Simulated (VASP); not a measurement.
# Lattice vibrations of MoS2, part 5 of 5

Aim: the phonon dispersion and thermal properties of MoS2. The start is a cell from a database of measured crystal structures.

VASP 6.6.1; LDA, no spin polarisation; plane waves and PAW (Mo, S).

So far. Step 2 (Relax the host): The run ended after 16 ionic steps, 0.072 eV below its first step, once forces and stress met EDIFFG = -0.02. Step 3 (Tight relaxation): The run ended after 8 ionic steps, 0.000 eV below its first step, once forces and stress met EDIFFG = -0.002.

The database entry behind the starting cell differs from later determinations by our own check (about 0.3 % long), so it need not match the best structure at ambient conditions.

**5. Force constants in the supercell (continued)**

With the long-range dipole term. The phonon branches at the labelled points (cm⁻¹):

```
          point  branch 1  branch 2  branch 3  branch 4  branch 15  branch 16  branch 17  branch 18
              Γ         0         0         0        39        415        420        474        478
0.47 of the way        96        98       107       114        420        425        437        439
              M       162       166       170       181        401        401        419        419
0.47 of the way       175       179       180       184        394        395        414        414
              K       187       187       188       188        390        393        407        407
0.47 of the way       124       131       142       148        417        418        418        422
              Γ         0         0         0        39        415        420        474        478
0.47 of the way        14        14        21        37        416        419        477        478
              A        28        28        28        28        418        418        477        477
0.53 of the way       111       111       122       122        423        423        429        429
              L       164       164       175       175        401        401        419        419
0.47 of the way       178       178       180       180        395        395        414        414
              H       185       185       191       191        392        392        407        407
0.47 of the way       127       127       145       145        417        417        421        421
              A        28        28        28        28        418        418        477        477
      jump to L       164       164       175       175        401        401        419        419
0.47 of the way       163       165       172       179        401        401        419        419
              M       162       166       170       181        401        401        419        419
      jump to K       187       187       188       188        390        393        407        407
0.53 of the way       185       185       190       190        391        393        407        407
              H       185       185       191       191        392        392        407        407
```

The phonon density of states has structure finer than the step of the table below, so its rows give means over 20 cm⁻¹, whole bins alone (the curve runs from -16.1 to 504 cm⁻¹). Peaks (cm⁻¹: height): 177.4: 0.0715, 230.8: 0.0757, 316.2: 0.0761, 341.5: 0.136, 362.9: 0.113, 386.9: 0.197, 420.2: 0.183.

Table of phonon density of states by frequency; means over each step:

```
frequency (cm⁻¹)  phonon density of states (states/cm⁻¹/cell)
               0                                       4.2e-5
              20                                      0.00117
              40                                      0.00502
              60                                       0.0115
              80                                       0.0148
             100                                       0.0179
             120                                       0.0232
             140                                       0.0317
             160                                       0.0550
             180                                       0.0637
             200                                       0.0147
             220                                       0.0362
             240                                       0.0251
             260                                            0
             280                                       6.3e-4
             300                                       0.0431
             320                                       0.0629
             340                                       0.0947
             360                                       0.0750
             380                                        0.112
             400                                       0.0769
             420                                        0.110
             440                                       0.0127
             460                                      0.00983
             480                                      0.00274
```

Table of heat capacity at constant volume by temperature:

temperature (K), heat capacity at constant volume (J/K/mol of atoms) and a bar:
```
        0        0.0 
       25        0.5 #
       75        4.8 ######
      100        7.8 ##########
      150       13.2 ################
      175       15.2 ###################
      200       16.8 #####################
      250       19.2 #######################
      275       20.0 #########################
      300       20.7 #########################
      350       21.7 ###########################
      375       22.1 ###########################
      425       22.7 ############################
      450       22.9 ############################
      475       23.1 ############################
      525       23.4 #############################
      550       23.5 #############################
      575       23.7 #############################
      625       23.8 #############################
      650       23.9 #############################
      700       24.1 #############################
      725       24.1 ##############################
      750       24.2 ##############################
      800       24.3 ##############################
      825       24.3 ##############################
      850       24.3 ##############################
      900       24.4 ##############################
      925       24.4 ##############################
      975       24.5 ##############################
     1000       24.5 ##############################
```

Table of vibrational entropy by temperature:

```
temperature (K)  vibrational entropy (J/K/mol of atoms)
              0                                       0
             50                                   0.969
            100                                    4.15
            150                                    8.37
            200                                    12.7
            250                                    16.7
            275                                    18.6
            325                                    22.1
            375                                    25.2
            425                                    28.0
            475                                    30.5
            525                                    32.8
            575                                    35.0
            625                                    37.0
            675                                    38.8
            725                                    40.5
            750                                    41.3
            800                                    42.9
            850                                    44.4
            900                                    45.8
            950                                    47.1
           1000                                    48.3
```

**6. Results**

```
highest frequency : 478 cm⁻¹
lowest frequency  : 4.7e-6 cm⁻¹
zero point energy : 56.1 meV/atom
heat capacity 300 : 20.7 J/K/mol of atoms
entropy 300       : 20.4 J/K/mol of atoms
```

What this shows: The spectrum reaches 478 cm⁻¹, and its lowest point lies at 0 cm⁻¹. No mode is imaginary, so the structure is a local minimum as far as this supercell can tell. Frequencies between the wave vectors that fit the supercell are interpolated.

[Lines on the potential files, build, host, timing and source positions are cut from VASP's logs without a mark.]

[Logs are printed without paths, hosts, clocks, repeated set-up lines and the standing remarks that a program may print on its own settings, such as how far it seeks lower states.]

[Hosts, paths, dates, database ids (printed as entryN), source tags and the programs' standing remarks are cut or masked in the printed files.]

[Runs that stopped without an error message from VASP are left out.]
